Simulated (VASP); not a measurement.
Given:

```xyz
1
Lattice="0.0000 1.8050 1.8050 1.8050 0.0000 1.8050 1.8050 1.8050 0.0000" Properties=species:S:1:pos:R:3 pbc="T T T"
Cu     0.0000     0.0000     0.0000
```

The numbers are results of PBE GGA, VASP's PBE PAW potentials (set 64) (plane waves; VASP), not measurements. Run with 400 eV cut-off, 16×16×16 Γ-centred mesh, first-order Methfessel-Paxton smearing of 0.10 eV, potentials Cu.

Question: The ions, cell shape and volume are relaxed. What does this cell relax into?

Answer: 
```xyz
1
Lattice="0.0000 1.8144 1.8144 1.8144 0.0000 1.8144 1.8144 1.8144 0.0000" Properties=species:S:1:pos:R:3 pbc="T T T"
Cu     0.0000     0.0000     0.0000
```
Space group Fm-3m (225), at a tolerance of 0.03 Å.

Question: How do energy and volume change from the first to the last step?

Answer: The energy (σ→0) changes by -1.2 meV/atom and the volume by +1.6 %, in 3 ionic steps.

The compound is Cu in the fcc structure. This run relaxes it. Symmetry was kept, so distortions that lower it aren't found.
